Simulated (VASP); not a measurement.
Method: PBE GGA, VASP's PBE PAW potentials (set 64) (plane waves; VASP).

VASP input:

### INCAR
```
! general
SYSTEM  = V
PREC    = Accurate
ENCUT   = 480
LREAL   = .FALSE.
LASPH   = .TRUE.

! electronic loop
EDIFF   = 1E-6
NELM    = 100
ALGO    = Normal
LMAXMIX = 4

! smearing
ISMEAR  = 1
SIGMA   = 0.1

! functional
GGA     = PE

! ions
IBRION  = 2
NSW     = 60
ISIF    = 3
EDIFFG  = -0.01

! output
LWAVE   = .FALSE.
LCHARG  = .FALSE.
```

### KPOINTS
```
Automatic mesh
0
Gamma
15 15 15
0 0 0
```

**POSCAR**
```
V
1.0
 -1.4890419184   1.4890419184   1.4890419184
  1.4890419184  -1.4890419184   1.4890419184
  1.4890419184   1.4890419184  -1.4890419184
V
1
Direct
  0.0000000000   0.0000000000   0.0000000000
```

POTCAR, in this order: V (PBE.64 set). Program: vasp_std.

Output

OUTCAR:
```
 ion  position               nearest neighbor table
   1  0.000  0.000  0.000-
  LATTYP: Found a body centered cubic cell.
 ALAT       =     2.9780838368
 Subroutine PRICEL returns:
 Original cell was already a primitive cell.
 Subroutine GETGRP returns: Found 48 space group operations
The static configuration has the point symmetry O_h .
The dynamic configuration has the point symmetry O_h .
 Subroutine INISYM returns: Found 48 space group operations
 Subroutine IBZKPT returns following result:
 Found    120 irreducible k-points:

 Following reciprocal coordinates:
            Coordinates               Weight
  0.000000  0.000000  0.000000      1.000000
  0.066667  0.000000  0.000000     12.000000
  0.133333  0.000000  0.000000     12.000000
  0.200000  0.000000  0.000000     12.000000
  0.266667  0.000000  0.000000     12.000000
  0.333333  0.000000  0.000000     12.000000
  0.400000  0.000000  0.000000     12.000000
  0.466667  0.000000  0.000000     12.000000
  0.066667  0.066667  0.000000     24.000000
  0.133333  0.066667  0.000000     48.000000
  0.200000  0.066667  0.000000     48.000000
  0.266667  0.066667  0.000000     48.000000
  0.333333  0.066667  0.000000     48.000000
  0.400000  0.066667  0.000000     48.000000
  0.466667  0.066667  0.000000     24.000000
  0.133333  0.133333  0.000000     24.000000
  0.200000  0.133333 -0.000000     48.000000
  0.266667  0.133333 -0.000000     48.000000
  0.333333  0.133333 -0.000000     48.000000
  0.400000  0.133333  0.000000     48.000000
  0.200000  0.200000  0.000000     24.000000
  0.266667  0.200000  0.000000     48.000000
  0.333333  0.200000  0.000000     48.000000
  0.400000  0.200000  0.000000     24.000000
  0.266667  0.266667  0.000000     24.000000
...
```

### OSZICAR
```
       N       E                     dE             d eps       ncg     rms          rms(c)
DAV:   1     0.590861379234E+01    0.59086E+01   -0.19762E+03  1458   0.758E+02
DAV:   2    -0.101147000735E+02   -0.16023E+02   -0.15375E+02  1440   0.103E+02
DAV:   3    -0.102966298846E+02   -0.18193E+00   -0.18116E+00  1482   0.154E+01
DAV:   4    -0.102989630193E+02   -0.23331E-02   -0.23330E-02  1704   0.183E+00
DAV:   5    -0.102989943331E+02   -0.31314E-04   -0.31314E-04  1482   0.164E-01    0.121E+01
DAV:   6    -0.902308589400E+01    0.12759E+01   -0.41039E+00  1464   0.410E+01    0.183E+00
DAV:   7    -0.895836541115E+01    0.64720E-01   -0.17965E-01  1446   0.755E+00    0.118E+00
DAV:   8    -0.894615062840E+01    0.12215E-01   -0.46167E-03  1440   0.120E+00    0.211E-01
DAV:   9    -0.894570343175E+01    0.44720E-03   -0.70205E-04  1902   0.223E-01    0.579E-02
DAV:  10    -0.894566603367E+01    0.37398E-04   -0.11616E-05  1812   0.485E-02    0.319E-03
DAV:  11    -0.894566481071E+01    0.12230E-05   -0.33677E-07   720   0.817E-03    0.625E-04
DAV:  12    -0.894566520961E+01   -0.39890E-06   -0.66234E-08   720   0.454E-03
   1 F= -.89456652E+01 E0= -.89460770E+01  d E =-.894567E+01
```

File OUTCAR:
```
------------------------ aborting loop because EDIFF is reached ----------------------------------------
  FORCE on cell =-STRESS in cart. coord.  units (eV):
  Direction    XX          YY          ZZ          XY          YZ          ZX
  --------------------------------------------------------------------------------------
  Total       -0.0081755     -0.0081755     -0.0081755     -0.0000000     -0.0000000     -0.0000000
  in kB       -0.9918449     -0.9918449     -0.9918449     -0.0000000     -0.0000000     -0.0000000
  external PRESSURE =      -0.9918449 kB  Pullay stress =       0.0000000 kB
  volume of cell :       13.21
      direct lattice vectors                 reciprocal lattice vectors
    -1.489041918  1.489041918  1.489041918     0.000000000  0.335786383  0.335786383
     1.489041918 -1.489041918  1.489041918     0.335786383  0.000000000  0.335786383
     1.489041918  1.489041918 -1.489041918     0.335786383  0.335786383  0.000000000
 POSITION                                       TOTAL-FORCE (eV/Angst)
 -----------------------------------------------------------------------------------
      0.00000      0.00000      0.00000        -0.000000      0.000000     -0.000000
 -----------------------------------------------------------------------------------
    total drift:                                0.000000     -0.000000      0.000000
  FREE ENERGIE OF THE ION-ELECTRON SYSTEM (eV)
  ---------------------------------------------------
  free  energy   TOTEN  =        -8.9456652096 eV

  energy  without entropy=       -8.9469004627  energy(sigma->0) =       -8.94607696

 reached required accuracy - stopping structural energy minimisation
```
(Selected blocks of OUTCAR.)

The compound is V in the bcc structure. It was relaxed first, which changed the volume by -5 %. The start is the result of an earlier pass. The run is not spin-polarised, so no magnetic state was tried.
